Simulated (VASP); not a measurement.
VASP input:

POSCAR:
```
CoGa
1.0
  2.8800000000   0.0000000000   0.0000000000
  0.0000000000   2.8800000000   0.0000000000
  0.0000000000   0.0000000000   2.8800000000
Ga Co
1 1
Cart
  1.4400000000   1.4400000000   1.4400000000
  0.0000000000   0.0000000000   0.0000000000
```

### KPOINTS
```
Automatic mesh
0
Gamma
11 11 11
0 0 0
```

INCAR:
```
! general
SYSTEM  =CoGa
PREC    =Accurate
ENCUT   =520   ! plane-wave cut-off (eV)
LREAL   =F   ! projection in real space or not
LASPH   =T   ! aspherical one-centre terms

! electronic loop
EDIFF   =1E-6
NELM    =100
ALGO    =Normal
LMAXMIX =4   ! l cut-off of mixed one-centre charges

! smearing
ISMEAR  =1   ! Methfessel-Paxton
SIGMA   =0.1   ! width (eV)

! functional
GGA     =BO
LUSE_VDW=T
AGGAC   =0.0
PARAM1  =0.1833333333
PARAM2  =0.22

! ions
IBRION  =2
NSW     =60   ! most ionic steps
ISIF    =3   ! ions, shape and volume
EDIFFG  =-0.01

! output
LWAVE   =F
LCHARG  =F
```

POTCAR, in this order: Ga_d Co (PBE.64 set). Program: vasp_std.

Question: Translate this optB88-vdW calculation to Quantum ESPRESSO's pw.x.

Answer: One equivalent input (not run):
```
&CONTROL
  calculation = 'vc-relax'
  pseudo_dir = './pseudo'
  outdir = './out'
  tprnfor = .true.
  tstress = .true.
  nstep = 60
  forc_conv_thr = 0.00039
/
&SYSTEM
  ibrav = 0
  nat = 2
  ntyp = 2
  ecutwfc = 96
  occupations = 'smearing'
  smearing = 'methfessel-paxton'
  degauss = 0.00735
  input_dft = 'vdw-df-obk8'
/
&ELECTRONS
  conv_thr = 7.3e-08
  electron_maxstep = 100
/
&IONS
/
&CELL
/
ATOMIC_SPECIES
  Ga 69.723 Ga.upf
  Co 58.933 Co.upf
CELL_PARAMETERS angstrom
     2.8800000    0.0000000    0.0000000
     0.0000000    2.8800000    0.0000000
     0.0000000    0.0000000    2.8800000
ATOMIC_POSITIONS crystal
  Ga   0.5000000  0.5000000  0.5000000
  Co   0.0000000  0.0000000  0.0000000
K_POINTS automatic
  11 11 11 0 0 0
```
The two are equivalent in intent, not identical: the potentials are each code's own (VASP's PAW set, PseudoDojo norm-conserving files in pw.x), so ENCUT and ecutwfc are chosen apart and not converted; conv_thr bounds pw.x's estimated SCF error, while EDIFF bounds the energy change between steps; forc_conv_thr acts on force components and is met together with etot_conv_thr.

The compound is CoGa in the CsCl type structure. This run relaxes it. Symmetry was kept, so distortions that lower it aren't found.
